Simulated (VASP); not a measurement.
Here is the system:

```yaml
crystal:
  lattice:
    - [1.73352, -3.00255, 0.00000]
    - [1.73352, 3.00255, 0.00000]
    - [0.00000, 0.00000, 5.07379]
  atoms:
    - { symbol: Se, position: [0.00000, 0.28859, 0.66667] }
    - { symbol: Se, position: [0.71141, 0.71141, 0.00000] }
    - { symbol: Se, position: [0.28859, 0.00000, 0.33333] }
```

All values below come from r2SCAN meta-GGA, VASP's PBE PAW potentials (set 64) (plane waves; VASP). Settings: 500 eV cut-off, 7×7×5 Γ-centred mesh, Gaussian smearing of 0.050 eV, potentials Se.

What does the run give for the energy per atom (σ→0), pressure?

```yaml
energy per atom (σ→0): -13.749 eV/atom
pressure: 30.00 GPa
```

The absolute energy has meaning only against runs of the same code, potentials and settings.

The compound is Se in the trig structure. It was relaxed first under an external pressure of 30 GPa.
